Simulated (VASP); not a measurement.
Method: vdW-DF2, VASP's PBE PAW potentials (set 64) (plane waves; VASP).

The input files of a VASP run:

**POSCAR**
```
WC
1
    1.4753905391    -2.5554514545     0.0000000000
    1.4753905391     2.5554514545     0.0000000000
    0.0000000000     0.0000000000     2.8678467354
W C
1 1
Direct
  0.0000000000   0.0000000000   0.0000000000
  0.3333330000   0.6666670000   0.5000000000
```

**INCAR**
```
PREC  =  Accurate
LUSE_VDW  =  .TRUE.
NSW  =  30
LMAXMIX  =  6   # l cut-off of mixed one-centre charges
EDIFF  =  1E-7
AGGAC  =  0.0
ALGO  =  Normal   # blocked Davidson
GGA  =  ML
LCHARG  =  .FALSE.
SYSTEM  =  WC
ZAB_VDW  =  -1.8867
ISMEAR  =  1   # Methfessel-Paxton
ENCUT  =  520   # plane-wave cut-off (eV)
SIGMA  =  0.1
NELM  =  100
EDIFFG  =  -0.01
LREAL  =  .FALSE.   # projection in real space or not
LWAVE  =  .FALSE.
LASPH  =  .TRUE.
IBRION  =  2
ISIF  =  4
```

KPOINTS:
```
Automatic mesh
0
Gamma
14 14 13
0 0 0
```

POTCAR, in this order: W_sv C (PBE.64 set). Program: vasp_std.

The run wrote:

**OSZICAR**
```
       N       E                     dE             d eps       ncg     rms          rms(c)
DAV:   1     0.117497393135E+03    0.11750E+03   -0.98022E+03  4376   0.153E+03
DAV:   2    -0.156649182848E+02   -0.13316E+03   -0.12950E+03  5103   0.380E+02
DAV:   3    -0.199498517748E+02   -0.42849E+01   -0.42501E+01  5279   0.632E+01
DAV:   4    -0.199952228512E+02   -0.45371E-01   -0.45336E-01  4844   0.691E+00
DAV:   5    -0.199956277467E+02   -0.40490E-03   -0.40489E-03  5123   0.668E-01    0.289E+01
DAV:   6    -0.161355779599E+02    0.38600E+01   -0.14396E+01  4843   0.366E+01    0.600E+00
DAV:   7    -0.160190314894E+02    0.11655E+00   -0.83361E-01  4573   0.825E+00    0.567E+00
DAV:   8    -0.160185717632E+02    0.45973E-03   -0.10709E-01  4723   0.361E+00    0.119E+00
DAV:   9    -0.160171025382E+02    0.14692E-02   -0.35302E-03  4763   0.620E-01    0.172E-01
DAV:  10    -0.160178481839E+02   -0.74565E-03   -0.13611E-03  4683   0.388E-01    0.710E-02
DAV:  11    -0.160178488555E+02   -0.67160E-06   -0.29605E-05  5073   0.579E-02    0.150E-02
DAV:  12    -0.160178505661E+02   -0.17106E-05   -0.17556E-05  4493   0.539E-02    0.239E-03
DAV:  13    -0.160178512558E+02   -0.68964E-06   -0.29587E-07  5130   0.615E-03    0.179E-03
DAV:  14    -0.160178514788E+02   -0.22301E-06   -0.22113E-07  4028   0.523E-03    0.662E-04
DAV:  15    -0.160178514550E+02    0.23807E-07   -0.50227E-09  2209   0.959E-04
   1 F= -.16017851E+02 E0= -.16017799E+02  d E =-.160179E+02
       N       E                     dE             d eps       ncg     rms          rms(c)
DAV:   1    -0.160231763364E+02   -0.53249E-02   -0.20722E-01  4368   0.547E+00    0.380E-01
DAV:   2    -0.160192067861E+02    0.39696E-02   -0.93199E-03  4648   0.943E-01    0.208E-01
DAV:   3    -0.160177305771E+02    0.14762E-02   -0.26555E-03  4723   0.478E-01    0.806E-02
DAV:   4    -0.160176778036E+02    0.52774E-04   -0.23537E-04  4918   0.145E-01    0.333E-02
DAV:   5    -0.160176744602E+02    0.33434E-05   -0.23751E-05  4683   0.485E-02    0.791E-03
DAV:   6    -0.160176724831E+02    0.19771E-05   -0.39246E-06  4938   0.194E-02    0.227E-03
DAV:   7    -0.160176724171E+02    0.66017E-07   -0.11469E-07  2997   0.384E-03
   2 F= -.16017672E+02 E0= -.16017625E+02  d E =0.179038E-03
       N       E                     dE             d eps       ncg     rms          rms(c)
DAV:   1    -0.160198769818E+02   -0.22045E-02   -0.61820E-02  4368   0.299E+00    0.208E-01
DAV:   2    -0.160186781891E+02    0.11988E-02   -0.27743E-03  4643   0.514E-01    0.113E-01
DAV:   3    -0.160182532637E+02    0.42493E-03   -0.78270E-04  4718   0.260E-01    0.449E-02
DAV:   4    -0.160182393457E+02    0.13918E-04   -0.70535E-05  4928   0.795E-02    0.186E-02
DAV:   5    -0.160182391173E+02    0.22840E-06   -0.70847E-06  4668   0.269E-02    0.448E-03
DAV:   6    -0.160182393418E+02   -0.22450E-06   -0.11157E-06  4873   0.105E-02    0.123E-03
DAV:   7    -0.160182393772E+02   -0.35459E-07   -0.31828E-08  2214   0.206E-03
   3 F= -.16018239E+02 E0= -.16018186E+02  d E =-.387922E-03
```

### OUTCAR
```
------------------------ aborting loop because EDIFF is reached ----------------------------------------
  FORCE on cell =-STRESS in cart. coord.  units (eV):
  Direction    XX          YY          ZZ          XY          YZ          ZX
  --------------------------------------------------------------------------------------
  Total        1.4574502      1.4574503      1.4575375      0.0000000      0.0000000     -0.0000000
  in kB      107.9801065    107.9801134    107.9865709      0.0000000      0.0000000     -0.0000000
  external PRESSURE =     107.9822636 kB  Pullay stress =       0.0000000 kB
  volume of cell :       21.63
      direct lattice vectors                 reciprocal lattice vectors
     1.473633274 -2.552407784  0.000000000     0.339297442 -0.195893463 -0.000000000
     1.473633274  2.552407784  0.000000000     0.339297442  0.195893463 -0.000000000
     0.000000000  0.000000000  2.874690461    -0.000000000 -0.000000000  0.347863540
 POSITION                                       TOTAL-FORCE (eV/Angst)
 -----------------------------------------------------------------------------------
      0.00000      0.00000      0.00000        -0.000000      0.000000     -0.000000
      1.47363      0.85080      1.43735         0.000000     -0.000000      0.000000
 -----------------------------------------------------------------------------------
    total drift:                               -0.000000     -0.000420      0.000000
  FREE ENERGIE OF THE ION-ELECTRON SYSTEM (eV)
  ---------------------------------------------------
  free  energy   TOTEN  =       -16.0182393772 eV

  energy  without entropy=      -16.0180786306  energy(sigma->0) =      -16.01818580

 reached required accuracy - stopping structural energy minimisation
```
(Selected blocks of OUTCAR.)

### CONTCAR
```
WC
   1.00000000000000
     1.4736332735491673   -2.5524077835718524    0.0000000000000000
     1.4736332735491673    2.5524077835718524    0.0000000000000000
     0.0000000000000000    0.0000000000000000    2.8746904612529125
  W               C
     1     1
Direct
     0.0000000000000000    0.0000000000000000    0.0000000000000000
     0.3333330000000032    0.6666669999999968    0.5000000000000000
```

The compound is WC in the wc structure. This cell is one point of a volume scan, at 0.97 of the reference volume. Symmetry was kept, so distortions that lower it aren't found.
